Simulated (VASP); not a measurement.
An input for Quantum ESPRESSO's pw.x (written as the equivalent of a VASP run, and not itself run):

```
&CONTROL
  calculation = 'vc-relax'
  pseudo_dir = './pseudo'
  outdir = './out'
  tprnfor = .true.
  tstress = .true.
  nstep = 60
  forc_conv_thr = 0.00039
/
&SYSTEM
  ibrav = 0
  nat = 2
  ntyp = 2
  ecutwfc = 84
  occupations = 'smearing'
  smearing = 'methfessel-paxton'
  degauss = 0.00735
  input_dft = 'vdw-df-cx'
/
&ELECTRONS
  conv_thr = 7.3e-08
  electron_maxstep = 100
/
&IONS
/
&CELL
/
ATOMIC_SPECIES
  Hf 178.490 Hf.upf
  N 14.007 N.upf
CELL_PARAMETERS angstrom
     0.0000000    2.2600000    2.2600000
     2.2600000    0.0000000    2.2600000
     2.2600000    2.2600000    0.0000000
ATOMIC_POSITIONS crystal
  Hf   0.0000000  0.0000000  0.0000000
  N    0.5000000  0.5000000  0.5000000
K_POINTS automatic
  13 13 13 0 0 0
```

Write the VASP files for the same calculation (vdW-DF-cx).

Several could match; the one computed here: 
### INCAR
```
SYSTEM = HfN
PREC = Accurate
ENCUT = 520
EDIFF = 1E-6
NELM = 100
ALGO = Normal
LREAL = .FALSE.
LASPH = .TRUE.
ISMEAR = 1
SIGMA = 0.1
GGA = CX
LUSE_VDW = .TRUE.
AGGAC = 0.0
LMAXMIX = 6
LWAVE = .FALSE.
LCHARG = .FALSE.
IBRION = 2
ISIF = 3
NSW = 60
EDIFFG = -0.01
```

KPOINTS:
```
kpoints
0
G
13 13 13
0 0 0
```

### POSCAR
```
HfN
1
    0.0000000000     2.2600000000     2.2600000000
    2.2600000000     0.0000000000     2.2600000000
    2.2600000000     2.2600000000     0.0000000000
Hf N
1 1
Direct
  0.0000000000   0.0000000000   0.0000000000
  0.5000000000   0.5000000000   0.5000000000
```

POTCAR, in this order: Hf_pv N (PBE.64 set). Program: vasp_std.

What does not carry over: the potentials are each code's own (VASP's PAW set, PseudoDojo norm-conserving files in pw.x), so ENCUT and ecutwfc are chosen apart and not converted; conv_thr bounds pw.x's estimated SCF error, while EDIFF bounds the energy change between steps; forc_conv_thr acts on force components and is met together with etot_conv_thr.

The compound is HfN in the rock salt structure. This run relaxes it. Symmetry was kept, so distortions that lower it aren't found.
